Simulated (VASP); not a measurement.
Level of theory: AM05 GGA, VASP's PBE PAW potentials (set 64) (plane waves; VASP 6.6.1).

The input files of a VASP run:

**KPOINTS**
```
Automatic mesh
0
Gamma
6 6 4
0 0 0
```

**INCAR**
```
GGA = AM
LREAL = F   # projection in real space or not
PREC = Accurate
LCHARG = F
LASPH = T
IBRION = 2   # conjugate gradients
NELM = 100
EDIFF = 1E-7   # SCF stop (eV)
NSW = 30
ALGO = Normal
EDIFFG = -0.01   # ionic stop
SYSTEM = CdS
ENCUT = 520   # plane-wave cut-off (eV)
ISIF = 4
LMAXMIX = 4   # l cut-off of mixed one-centre charges
SIGMA = 0.05   # width (eV)
ISMEAR = 0   # Gaussian
LWAVE = F
```

**POSCAR**
```
CdS
1
    2.0939258645    -3.6267858103     0.0000000000
    2.0939258645     3.6267858103     0.0000000000
    0.0000000000     0.0000000000     6.8057354958
Cd S
2 2
Direct
  0.6666670000   0.3333330000   0.5000082585
  0.3333330000   0.6666670000   0.0000082585
  0.6666670000   0.3333330000   0.8769917415
  0.3333330000   0.6666670000   0.3769917415
```

POTCAR, in this order: Cd S (PBE.64 set). Program: vasp_std.

Output of the run:

OSZICAR:
```
       N       E                     dE             d eps       ncg     rms          rms(c)
DAV:   1     0.250784356415E+03    0.25078E+03   -0.17810E+04   924   0.150E+03
DAV:   2     0.198381622797E+01   -0.24880E+03   -0.24415E+03  1020   0.359E+02
DAV:   3    -0.134944083775E+02   -0.15478E+02   -0.15403E+02  1112   0.870E+01
DAV:   4    -0.136904667718E+02   -0.19606E+00   -0.19595E+00  1062   0.968E+00
DAV:   5    -0.136936099172E+02   -0.31431E-02   -0.31428E-02  1140   0.122E+00    0.106E+01
DAV:   6    -0.127069020187E+02    0.98671E+00   -0.24457E+00  1208   0.167E+01    0.833E+00
DAV:   7    -0.126901747926E+02    0.16727E-01   -0.73810E-01  1086   0.507E+00    0.373E+00
DAV:   8    -0.126867828663E+02    0.33919E-02   -0.11136E-01  1090   0.360E+00    0.509E-01
DAV:   9    -0.126851149129E+02    0.16680E-02   -0.22399E-02  1144   0.194E+00    0.156E-01
DAV:  10    -0.126853014157E+02   -0.18650E-03   -0.18146E-03  1082   0.477E-01    0.988E-02
DAV:  11    -0.126854061681E+02   -0.10475E-03   -0.18841E-04  1100   0.975E-02    0.820E-02
DAV:  12    -0.126855217681E+02   -0.11560E-03   -0.22771E-04   978   0.776E-02    0.429E-02
DAV:  13    -0.126855204868E+02    0.12813E-05   -0.36904E-05  1122   0.361E-02    0.906E-03
DAV:  14    -0.126855223353E+02   -0.18485E-05   -0.34251E-06   984   0.135E-02    0.334E-03
DAV:  15    -0.126855224371E+02   -0.10179E-06   -0.15519E-06  1080   0.102E-02    0.359E-03
DAV:  16    -0.126855224835E+02   -0.46435E-07   -0.10824E-07   722   0.319E-03
   1 F= -.12685522E+02 E0= -.12685522E+02  d E =-.126855E+02
```

**OUTCAR**
```
------------------------ aborting loop because EDIFF is reached ----------------------------------------
  FORCE on cell =-STRESS in cart. coord.  units (eV):
  Direction    XX          YY          ZZ          XY          YZ          ZX
  --------------------------------------------------------------------------------------
  Total       -1.0080258     -1.0080257     -0.9931178      0.0000000      0.0000000     -0.0000000
  in kB      -15.6240615    -15.6240600    -15.3929925      0.0000000      0.0000000     -0.0000000
  external PRESSURE =     -15.5470380 kB  Pullay stress =       0.0000000 kB
  volume of cell :      103.37
      direct lattice vectors                 reciprocal lattice vectors
     2.093925865 -3.626785810  0.000000000     0.238785913 -0.137863118  0.000000000
     2.093925865  3.626785810  0.000000000     0.238785913  0.137863118  0.000000000
     0.000000000  0.000000000  6.805735496     0.000000000  0.000000000  0.146934891
  FREE ENERGIE OF THE ION-ELECTRON SYSTEM (eV)
  ---------------------------------------------------
  free  energy   TOTEN  =       -12.6855224835 eV

  energy  without entropy=      -12.6855224835  energy(sigma->0) =      -12.68552248

 reached required accuracy - stopping structural energy minimisation
```
(Selected blocks of OUTCAR.)

The compound is CdS in the wurtzite structure. This cell is one point of a volume scan, at 1.03 of the reference volume.
